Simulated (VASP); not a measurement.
An input for Ansatz (written as the equivalent of a VASP run, and not itself run):

Ansatz 0.2 input:
```yaml
crystal:
  lattice:
    - [0.0000000, 2.5459868, 2.5459868]
    - [2.5459868, 0.0000000, 2.5459868]
    - [2.5459868, 2.5459868, 0.0000000]
  atoms:
    - { symbol: Zr, position: [0.0000000, 0.0000000, 0.0000000] }
    - { symbol: O, position: [0.2500000, 0.2500000, 0.2500000] }
    - { symbol: O, position: [0.7500000, 0.7500000, 0.7500000] }
kpoints:
  mp_grid: { grid: [8, 8, 8] }
hamiltonian:
  xc: r2scan
  pseudopotentials: { kind: paw }
scf:
  occupations: { method: gaussian, width: 0.05 }
  max_iter: 100
relax:
  max_steps: 40
  f_tol: 0.02
  cell: {}
output: { forces: true, stress: true, eigenvalues: true }
```

**Question.** Translate this input to VASP (INCAR, KPOINTS, POSCAR, choice of POTCAR).

**Answer.** One answer among several that fit: 
File KPOINTS:
```
K-points
0
gamma
 8 8 8
0 0 0
```

POSCAR:
```
ZrO2
1
   -0.0000000000     2.5459867553     2.5459867553
    2.5459867553     0.0000000000     2.5459867553
    2.5459867553     2.5459867553     0.0000000000
Zr O
1 2
Direct
  0.0000000000   0.0000000000   0.0000000000
  0.2500000000   0.2500000000   0.2500000000
  0.7500000000   0.7500000000   0.7500000000
```

INCAR:
```
ALGO  =  Normal
EDIFF  =  1E-6
EDIFFG  =  -0.02
ENCUT  =  620
IBRION  =  2
ISIF  =  3
ISMEAR  =  0
LASPH  =  .TRUE.
LCHARG  =  .FALSE.
LMAXMIX  =  4
LMIXTAU  =  .TRUE.
LREAL  =  .FALSE.
LWAVE  =  .FALSE.
METAGGA  =  R2SCAN
NELM  =  100
NSW  =  40
PREC  =  Accurate
SIGMA  =  0.05
SYSTEM  =  ZrO2
```

POTCAR, in this order: Zr_sv O (PBE.64 set). Program: vasp_std.

The two are equivalent in intent, not identical: each code has its own PAW files, so the cut-off isn't converted (ENCUT is set for VASP's; basis.ecutwfc is left out, and Ansatz then takes the one that its files recommend); Ansatz stops its SCF on the density residual and VASP on the energy change (EDIFF).

The compound is ZrO2 in the fluorite structure, the high-temperature cubic form, which is unstable at 0 K; the monoclinic form is the stable one. It was relaxed first.
